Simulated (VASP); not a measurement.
# BePtBr6 (Fm-3m) in VASP: single point with PBE

Aim: the single point of BePtBr6 with PBE.

Program: VASP 6.6.1. These are calculated values, not measurements. Logs are shortened: lines on timing, memory, paths and dates and some standing lists are left out, and cuts for length are marked.

### 1 The cell of the first run

The structure is cubic, space group Fm-3m (No. 225). The conventional cell has a = 10.017 Å, b = 10.017 Å, c = 10.017 Å, α = 90.00°, β = 90.00°, γ = 90.00°. Be (site symmetry m-3m) has 6 Br at 2.46 Å as nearest neighbours. Pt (site symmetry m-3m) has 6 Br at 2.55 Å as nearest neighbours. Br (site symmetry 4mm) is surrounded by 1 Be at 2.46 Å and 1 Pt at 2.55 Å.

The cell was built by a generator and needn't be a form met in nature.

### 2 Single point, PBE (species swapped into the HfMnF6 type (Fm-3m, No. 225))

INCAR

```
SYSTEM = BePtBr6
PREC = Accurate
ENCUT = 520
EDIFF = 1E-7
ISMEAR = 0
SIGMA = 0.1
LREAL = .False.
LASPH = .True.
NELM = 100
ALGO = Fast
ISIF = 2
LWAVE = .False.
LCHARG = .True.
GGA = PE
LELF = .True.
LVHAR = .True.
NBANDS = 37
```

KPOINTS

```
Automatic mesh
0
Gamma
  8 8 8
  0 0 0
```

POSCAR

```
BePtBr6
1.0
    0.0000000000      5.0085044433      5.0085044433
    5.0085044433      0.0000000000      5.0085044433
    5.0085044433      5.0085044433      0.0000000000
Be Pt Br
1 1 6
Direct
    0.5000000000      0.5000000000      0.5000000000
    0.0000000000      0.0000000000      0.0000000000
    0.7456866235      0.2543133765      0.2543133765
    0.2543133765      0.7456866235      0.7456866235
    0.2543133765      0.7456866235      0.2543133765
    0.7456866235      0.2543133765      0.7456866235
    0.2543133765      0.2543133765      0.7456866235
    0.7456866235      0.7456866235      0.2543133765
```

Potentials or basis: VASP PAW PBE potentials, release 64 (Be, Pt, Br).

Run with:

```sh
$ cat potpaw_PBE.64/Be/POTCAR potpaw_PBE.64/Pt/POTCAR potpaw_PBE.64/Br/POTCAR > POTCAR
$ mpirun -np 1 vasp_std > vasp.out
```

OUTCAR:

```text
SYSTEM = BePtBr6
   PREC = Accurate
   ENCUT = 520
   EDIFF = 1E-7
   ISMEAR = 0
   LREAL = .False.
   LASPH = .True.
   NELM = 100
   ISIF = 2
   GGA = PE

 ion  position               nearest neighbor table
   1  0.500  0.500  0.500-   3 2.46   4 2.46   5 2.46   6 2.46   7 2.46   8 2.46
   2  0.000  0.000  0.000-   3 2.55   4 2.55   5 2.55   6 2.55   7 2.55   8 2.55
   3  0.746  0.254  0.254-   1 2.46   2 2.55
   4  0.254  0.746  0.746-   1 2.46   2 2.55
   5  0.254  0.746  0.254-   1 2.46   2 2.55
   6  0.746  0.254  0.746-   1 2.46   2 2.55
   7  0.254  0.254  0.746-   1 2.46   2 2.55
   8  0.746  0.746  0.254-   1 2.46   2 2.55

  LATTYP: Found a face centered cubic cell.
 ALAT       =    10.0170088866

  Lattice vectors:

 A1 = (   0.0000000000,   5.0085044433,   5.0085044433)
 A2 = (   5.0085044433,   0.0000000000,   5.0085044433)
 A3 = (   5.0085044433,   5.0085044433,   0.0000000000)

Analysis of symmetry for initial positions (statically):
=====================================================================
 Subroutine PRICEL returns:
 Original cell was already a primitive cell.

 Routine SETGRP: Setting up the symmetry group for a
 face centered cubic supercell.

 Subroutine GETGRP returns: Found 48 space group operations
 (whereof 48 operations were pure point group operations)
 out of a pool of 48 trial point group operations.

The static configuration has the point symmetry O_h .

Analysis of symmetry for dynamics (positions and initial velocities):
=====================================================================
 Subroutine PRICEL returns:
 Original cell was already a primitive cell.

 Routine SETGRP: Setting up the symmetry group for a
 face centered cubic supercell.

 Subroutine GETGRP returns: Found 48 space group operations
 (whereof 48 operations were pure point group operations)
 out of a pool of 48 trial point group operations.

The dynamic configuration has the point symmetry O_h .

 Subroutine INISYM returns: Found 48 space group operations
 (whereof 48 operations are pure point group operations),
 and found     1 'primitive' translations

----------------------------------------------------------------------------------------

                                     Primitive cell

  volume of cell :     251.2778
[... 106 lines left out ...]
   NFREE  =      0    steps in history (QN), initial steepest desc. (CG)
   ISIF   =      2    stress and relaxation
   ISYM   =      2    0-nonsym 1-usesym 2-fastsym
   POTIM  = 0.5000    time-step for ionic-motion
   TEBEG  =    0.0;   TEEND  =   0.0 temperature during run
   PSTRESS=    0.0 pullay stress
   NELECT =      54.0000    total number of electrons
   NUPDOWN=      -1.0000    fix difference up-down
   EMIN   =  10.00;   EMAX   =-10.00  energy-range for DOS
   EFERMI =   0.00;   METHOD = LEGACY
   ISMEAR =     0;   SIGMA  =   0.10  broadening in eV -4-tet -1-fermi 0-gaus
   EFERMI_NEDOS =   21; number of points for ismear=-14 and -15
   IALGO  =     68    algorithm
   IMIX   =      4    mixing-type and parameters
     AMIX     =   0.40;   BMIX     =  1.00
     AMIX_MAG =   1.60;   BMIX_MAG =  1.00
  volume/ion in A,a.u.               =      31.41       211.96
  Fermi-wavevector in a.u.,A,eV,Ry     =   0.980591  1.853049 13.082808  0.961559
  Thomas-Fermi vector in A             =   2.111533
   LORBIT       =      0    0 simple, 1 ext, 2 COOP (PROOUT), +10 PAW based schemes
   GGA     = PE    functional components
   LHFCALC =     F    Hartree Fock is set to
   AEXX    =    0.0000 exact exchange contribution
   IVDW    =     0    specifies the selected vdW correction
   LEPSILON=     F    determine dielectric tensor
   LRPA    =     F    only Hartree local field effects (RPA)
 non-spin polarized calculation
 RMM-DIIS sequential band-by-band and
 Gauss-broadening in eV      SIGMA  =   0.10
  energy-cutoff  :      520.00
  volume of cell :      251.28
 maximum number of plane-waves:      6811
 NGX is ok and might be reduce to    54
   NGX = 27   NGY = 27   NGZ = 27

 number of electron      54.0000001 magnetization

 Free energy of the ion-electron system (eV)
  ---------------------------------------------------
  ext. energy  EPLUGINS =         0.00000000
  ---------------------------------------------------
  free energy    TOTEN  =       -20.32240233 eV

  energy without entropy =      -20.28019938  energy(sigma->0) =      -20.30130086

 E-fermi :  -0.1480     XC(G=0):  -7.7514

 val. band max:       -0.1541128795   @ k =   0.3750   0.2500   0.1250
 cond. band min:      -0.1242633701   @ k =  -0.1250   0.1250   0.0000
 fundamental gap:      0.0298495094
 Fermi energy:        -0.1479883015

 k-point     1 :       0.0000    0.0000    0.0000
  band No.  band energies     occupation
      1     -14.9053      2.00000
      2     -14.0539      2.00000
      3     -14.0539      2.00000
      4     -14.0539      2.00000
      5     -13.8178      2.00000
      6     -13.8178      2.00000
[... 949 lines left out ...]
     36       8.1226      0.00000
     37       8.3556      0.00000

 [... further k-points ...]

------------------------ aborting loop because EDIFF is reached ----------------------------------------

  FORCE on cell =-STRESS in cart. coord.  units (eV):
  Direction    XX          YY          ZZ          XY          YZ          ZX
  --------------------------------------------------------------------------------------
  -------------------------------------------------------------------------------------
  Total       -0.0284076     -0.0284076     -0.0284076      0.0000000     -0.0000000      0.0000000
  in kB       -0.1811303     -0.1811303     -0.1811303      0.0000000     -0.0000000      0.0000000
  external PRESSURE =      -0.1811303 kB  Pullay stress =       0.0000000 kB

 VOLUME and BASIS-vectors are now :
 -----------------------------------------------------------------------------
  energy-cutoff  :      520.00
  volume of cell :      251.28
      direct lattice vectors                 reciprocal lattice vectors
     0.000000000  5.008504443  5.008504443    -0.099830200  0.099830200  0.099830200
     5.008504443  0.000000000  5.008504443     0.099830200 -0.099830200  0.099830200
     5.008504443  5.008504443  0.000000000     0.099830200  0.099830200 -0.099830200

 POSITION                                       TOTAL-FORCE (eV/Angst)
 -----------------------------------------------------------------------------------
      5.00850      5.00850      5.00850         0.000000     -0.000000      0.000000
      0.00000      0.00000      0.00000         0.000000     -0.000000      0.000000
      2.54746      5.00850      5.00850        -0.000448     -0.000000      0.000000
      7.46955      5.00850      5.00850         0.000448     -0.000000      0.000000
      5.00850      2.54746      5.00850         0.000000     -0.000448      0.000000
      5.00850      7.46955      5.00850         0.000000      0.000448      0.000000
      5.00850      5.00850      2.54746         0.000000     -0.000000     -0.000448
      5.00850      5.00850      7.46955         0.000000     -0.000000      0.000448
 -----------------------------------------------------------------------------------
    total drift:                                0.000000      0.000000      0.000000

  FREE ENERGIE OF THE ION-ELECTRON SYSTEM (eV)
  ---------------------------------------------------
  free  energy   TOTEN  =       -20.3224023348 eV

  energy  without entropy=      -20.2801993763  energy(sigma->0) =      -20.30130086
```

It took 9.7 min on 1 thread of Intel Xeon Platinum 8259CL at 2.50GHz (Skylake/Cascade Lake), shared host; peak memory 0.54 GiB.

What came out:

* Free energy: -20.3224 eV
* Pressure: 0.0 GPa
* Band gap on the k mesh: none (metal or under the smearing width)

Levels at points of the mesh, in eV from the Fermi level:
```csv
k point,band 24,band 25,band 26,band 27,band 28,band 29,band 30,band 31
"(0.00, 0.00, 0.00)",-0.64,0.12,0.12,0.12,1.14,1.59,1.59,5.08
"(0.50, 0.00, 0.00)",-0.47,-0.42,-0.42,-0.41,0.66,0.66,3.16,3.91
"(0.50, 0.50, 0.00)",-0.73,-0.73,-0.06,-0.06,0.11,1.58,4.93,5.75
```

Spin-orbit coupling is left out, which matters for the levels of Pt.
